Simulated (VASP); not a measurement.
Output of a VASP run:

### OSZICAR
```
       N       E                     dE             d eps       ncg     rms          rms(c)
DAV:   1     0.418474040184E+03    0.41847E+03   -0.27355E+04  2248   0.150E+03
DAV:   2    -0.145073103047E+02   -0.43298E+03   -0.42490E+03  2433   0.369E+02
DAV:   3    -0.386463945995E+02   -0.24139E+02   -0.23627E+02  2458   0.719E+01
DAV:   4    -0.392407555047E+02   -0.59436E+00   -0.59196E+00  2443   0.114E+01
DAV:   5    -0.392531964958E+02   -0.12441E-01   -0.12434E-01  2432   0.176E+00    0.303E+01
DAV:   6    -0.382264735134E+02    0.10267E+01   -0.34316E+00  2379   0.108E+01    0.121E+01
DAV:   7    -0.381211817688E+02    0.10529E+00   -0.25518E+00  2423   0.581E+00    0.447E+00
DAV:   8    -0.379785955766E+02    0.14259E+00   -0.10298E+00  2361   0.473E+00    0.389E+00
DAV:   9    -0.379875058815E+02   -0.89103E-02   -0.78050E-02  2547   0.125E+00    0.207E+00
DAV:  10    -0.379760036135E+02    0.11502E-01   -0.75281E-02  2357   0.146E+00    0.104E+00
DAV:  11    -0.379760486403E+02   -0.45027E-04   -0.30521E-03  2420   0.306E-01    0.701E-01
DAV:  12    -0.379760629562E+02   -0.14316E-04   -0.94533E-04  2464   0.143E-01    0.520E-01
DAV:  13    -0.379759608108E+02    0.10215E-03   -0.23399E-04  2560   0.814E-02    0.158E-01
DAV:  14    -0.379759617445E+02   -0.93361E-06   -0.89802E-06  2128   0.147E-02
   1 F= -.23308141E+02 E0= -.23308312E+02  d E =-.233081E+02
       N       E                     dE             d eps       ncg     rms          rms(c)
DAV:   1    -0.379698216819E+02    0.61391E-02   -0.56894E-02  2061   0.164E+00    0.364E-01
DAV:   2    -0.379688441339E+02    0.97755E-03   -0.26486E-03  2285   0.297E-01    0.925E-02
DAV:   3    -0.379686339672E+02    0.21017E-03   -0.41032E-04  2423   0.118E-01    0.459E-02
DAV:   4    -0.379686051652E+02    0.28802E-04   -0.65208E-05  2418   0.426E-02    0.221E-02
DAV:   5    -0.379686034765E+02    0.16887E-05   -0.30336E-05  2408   0.269E-02    0.251E-02
DAV:   6    -0.379686015445E+02    0.19321E-05   -0.11005E-05  2301   0.151E-02    0.475E-03
DAV:   7    -0.379686016927E+02   -0.14827E-06   -0.79831E-07  1357   0.478E-03
   2 F= -.23308318E+02 E0= -.23308523E+02  d E =-.177129E-03
```

**OUTCAR**
```
------------------------ aborting loop because EDIFF is reached ----------------------------------------
  FORCE on cell =-STRESS in cart. coord.  units (eV):
  Direction    XX          YY          ZZ          XY          YZ          ZX
  --------------------------------------------------------------------------------------
  Total       14.7612728     14.7612412     14.7451672      0.0000000      0.0000000     -0.0000000
  in kB      201.3777311    201.3773001    201.1580130      0.0000000      0.0000000     -0.0000000
  external PRESSURE =       1.3043481 kB  Pullay stress =     200.0000000 kB
  volume of cell :      117.44
      direct lattice vectors                 reciprocal lattice vectors
     1.640947710 -2.842201766  0.000000000     0.304701970 -0.175919953  0.000000000
     1.640947710  2.842201766 -0.000000000     0.304701970  0.175919953  0.000000000
    -0.000000000  0.000000000 12.590509459     0.000000000  0.000000000  0.079424904
 POSITION                                       TOTAL-FORCE (eV/Angst)
 -----------------------------------------------------------------------------------
      1.64095      0.94740     11.27490        -0.000000      0.000000     -0.010393
      1.64095     -0.94740      4.97964        -0.000000     -0.000000     -0.010393
      1.64095     -0.94740      1.31561        -0.000000     -0.000000      0.010393
      1.64095      0.94740      7.61087        -0.000000     -0.000000      0.010393
      1.64095      0.94740      3.14763        -0.000000      0.000000      0.000000
      1.64095     -0.94740      9.44288         0.000000     -0.000000      0.000000
 -----------------------------------------------------------------------------------
    total drift:                                0.000176      0.001488     -0.000027
  FREE ENERGIE OF THE ION-ELECTRON SYSTEM (eV)
  ---------------------------------------------------
  free  energy   TOTEN  =       -37.9686016927 eV

  energy  without entropy=      -37.9692165713  energy(sigma->0) =      -37.96880665
  enthalpy is  TOTEN    =       -23.3083184946 eV   P V=       14.6602831981

 reached required accuracy - stopping structural energy minimisation
```
(Selected blocks of OUTCAR.)

POSCAR:
```
MoTe2
1
    1.6424936169    -2.8448799291     0.0000000000
    1.6424936169     2.8448799291    -0.0000000000
   -0.0000000000     0.0000000000    12.5732787010
Te Mo
4 2
Direct
  0.3333330000   0.6666670000   0.8955268486
  0.6666670000   0.3333330000   0.3955268486
  0.6666670000   0.3333330000   0.1044731514
  0.3333330000   0.6666670000   0.6044731514
  0.3333330000   0.6666670000   0.2500000000
  0.6666670000   0.3333330000   0.7500000000
```

Q: Reconstruct the remaining input files.

A: This is not unique; one that fits is the input of the run itself, PBEsol GGA, plane waves, VASP's PBE PAW potentials (set 64).

**INCAR**
```
# general
SYSTEM   =  MoTe2
PREC     =  Accurate
ENCUT    =  500
LREAL    =  F
LASPH    =  T

# electronic loop
EDIFF    =  1E-6
NELM     =  100
ALGO     =  Normal
LMAXMIX  =  4

# smearing
ISMEAR   =  1
SIGMA    =  0.1

# functional
GGA      =  PS

# ions
IBRION   =  2
NSW      =  40
ISIF     =  3
EDIFFG   =  -0.02
PSTRESS  =  200

# output
LWAVE    =  F
LCHARG   =  F
```

### KPOINTS
```
kpoints
0
gamma
  11 11 3
0 0 0
```

POTCAR, in this order: Te Mo_sv (PBE.64 set). Program: vasp_std.

Without a dispersion term in the relaxation, distances and binding between the weakly bound layers, chains or molecules are unreliable, and so is what depends on them.

The compound is MoTe2 in the 2H layered structure. This run relaxes it under an external pressure of 20 GPa. Symmetry was kept, so distortions that lower it aren't found.
